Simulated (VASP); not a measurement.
Consider the following.

```
CELL_PARAMETERS angstrom
      5.78151     0.00000     0.00000
      0.00000     5.78151     0.00000
      0.00000     0.00000     5.78151
ATOMIC_POSITIONS crystal
  Cs 0.00000 0.00000 0.00000
  Sn 0.50000 0.50000 0.50000
  Br 0.50000 0.00000 0.50000
  Br 0.00000 0.50000 0.50000
  Br 0.50000 0.50000 0.00000
```

Computed with PBEsol GGA, VASP's PBE PAW potentials (set 64) (plane waves; VASP 6.6.1). Numerical set-up: 400 eV cut-off, 5×5×5 Γ-centred mesh, tetrahedra with Blöchl corrections, potentials Cs_sv Sn_d Br.

### Question
Estimate the energy per atom (σ→0).

### Answer

```json
{
 "energy per atom (σ→0)": "-3368 meV/atom"
}
```

Total energies compare only between runs with the same potentials, cut-off and functional.

The structure comes from a computed database's CsSnBr3 entry (Pm-3m); how it stands against other phases isn't given here. It was relaxed first.
